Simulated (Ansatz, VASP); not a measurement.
This is a calculation of SiRh3 for Ansatz 0.2.0.

Contents of input.yaml:

```yaml
crystal:
  lattice:
    - [-1.8940963531, 1.8940963531, 3.5944384105]
    - [1.8940963531, -1.8940963531, 3.5944384105]
    - [1.8940963531, 1.8940963531, -3.5944384105]
  atoms:
    - { symbol: Rh, position: [0.5, 0.5, 0.0] }
    - { symbol: Rh, position: [0.25, 0.75, 0.5] }
    - { symbol: Rh, position: [0.75, 0.25, 0.5] }
    - { symbol: Si, position: [0.0, 0.0, 0.0] }
hamiltonian:
  xc: pbe
  pseudopotentials: { kind: paw }
kpoints:
  mp_grid: { grid: [10, 10, 10] }
scf:
  occupations: { method: fermi_dirac, width: 0.05 }
output:
  forces: true
  stress: true
  eigenvalues: true
```

Potentials or basis: Ansatz PAW.

Launch:

```bash
$ ansatz run input.yaml --threads 2 --pin off --max-ram 5120MiB --backend cpu --events-out ev --progress --plain --runs-dir out
```

Question: Set up the same calculation for VASP 6.6.1. Potentials there: VASP PAW PBE potentials, release 64 (Rh_pv, Si).

Answer: As run (the cutoff follows the program's own potentials):

The input INCAR:

```
SYSTEM = SiRh3
PREC = Accurate ; ENCUT = 520
EDIFF = 1E-7 ; ISMEAR = -1
SIGMA = 0.05 ; LREAL = .False.
LASPH = .True. ; NELM = 60
ALGO = Normal ; ISIF = 2
LWAVE = .False. ; LCHARG = .False.
GGA = PE ; NBANDS = 32
```

File KPOINTS:

```
regular mesh
0
Gamma
  10 10 10
  0 0 0
```

The input POSCAR:

```
SiRh3
1.0
   -1.8940963531      1.8940963531      3.5944384105
    1.8940963531     -1.8940963531      3.5944384105
    1.8940963531      1.8940963531     -3.5944384105
Rh Si
3 1
Direct
    0.5000000000      0.5000000000      0.0000000000
    0.2500000000      0.7500000000      0.5000000000
    0.7500000000      0.2500000000      0.5000000000
    0.0000000000      0.0000000000      0.0000000000
```

Potentials or basis: VASP PAW PBE potentials, release 64 (Rh_pv, Si).

Launch:

```bash
$ cat potpaw_PBE.64/Rh_pv/POTCAR potpaw_PBE.64/Si/POTCAR > POTCAR
$ mpirun -np 1 vasp_std > vasp.out
```

Both were run:

|  | VASP | Ansatz | Ansatz less VASP |
| --- | --- | --- | --- |
| gap on the k mesh at the Fermi level (eV) | none | none | - |
| pressure (GPa) | 14.6 | 14.5 | -0.06 |
| largest component of the traceless stress (GPa) | 0.39 | 0.38 | -0.008 |

A gap of «none» marks a metal or a gap that the smearing closes. The two sets of potentials don't hold the same shells in valence.
